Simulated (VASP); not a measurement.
Level of theory: r2SCAN meta-GGA, VASP's PBE PAW potentials (set 64) (plane waves; VASP).

A VASP calculation is set up with these files.

INCAR:
```
! general
SYSTEM  = CoAl
PREC    = Accurate
ENCUT   = 400
LREAL   = .False.   ! projection in real space or not
LASPH   = .True.   ! aspherical one-centre terms

! electronic loop
EDIFF   = 1E-6   ! SCF stop (eV)
NELM    = 100
ALGO    = Normal   ! blocked Davidson
LMAXMIX = 4   ! l cut-off of mixed one-centre charges
LMIXTAU = .True.

! smearing
ISMEAR  = 1
SIGMA   = 0.1

! functional
METAGGA = R2SCAN

! spin
ISPIN   = 2
MAGMOM  = 3.0 0.0

! ions
IBRION  = 2
NSW     = 60   ! most ionic steps
ISIF    = 3   ! ions, shape and volume
EDIFFG  = -0.01   ! ionic stop

! output
LWAVE   = .False.
LCHARG  = .False.
LORBIT  = 10
```

### KPOINTS
```
Regular mesh
0
Gamma
  10 10 10
0 0 0
```

File POSCAR:
```
CoAl
1
    3.2110000000     0.0000000000     0.0000000000
    0.0000000000     3.2110000000     0.0000000000
    0.0000000000     0.0000000000     3.2110000000
Co Al
1 1
Direct
  0.0000000000   0.0000000000   0.0000000000
  0.5000000000   0.5000000000   0.5000000000
```

POTCAR, in this order: Co Al (PBE.64 set). Program: vasp_std.

Energy and stress use the plane-wave basis of the starting cell.

Problem. What does the run give for the energy per atom (σ→0), cell moment, volume per atom, band gap (on the k-mesh)?

Solution. 
The energy per atom (σ→0) comes out as -10.544 eV/atom and the cell moment is 0.00 μB. The band gap (on the k-mesh) is none (metal, semimetal or under 0.01 eV) and the volume per atom comes out as 11.23 Å³/atom.

OSZICAR:
```
...
DAV:   2    -0.211221809640E+02   -0.15807E-01   -0.57111E-01  3000   0.104E+01    0.141E+00
DAV:   3    -0.210879714651E+02    0.34209E-01   -0.20930E-01  2976   0.648E+00    0.180E-01
DAV:   4    -0.210875383861E+02    0.43308E-03   -0.91360E-04  2812   0.241E-01    0.539E-02
DAV:   5    -0.210875006821E+02    0.37704E-04   -0.30077E-04  3480   0.236E-01    0.151E-02
DAV:   6    -0.210875147836E+02   -0.14102E-04   -0.13996E-04  2928   0.198E-01    0.241E-02
DAV:   7    -0.210875027397E+02    0.12044E-04   -0.55618E-05  2904   0.121E-01    0.278E-03
DAV:   8    -0.210875028254E+02   -0.85752E-07   -0.11506E-06  1448   0.116E-02
   3 F= -.21087503E+02 E0= -.21087976E+02  d E =-.135213E+01  mag=    -0.0000
```

The structure was generated: CoAl was put into the CsCl type type (Pm-3m), which need not be its known phase. This run relaxes it. Symmetry was kept, so distortions that lower it aren't found.
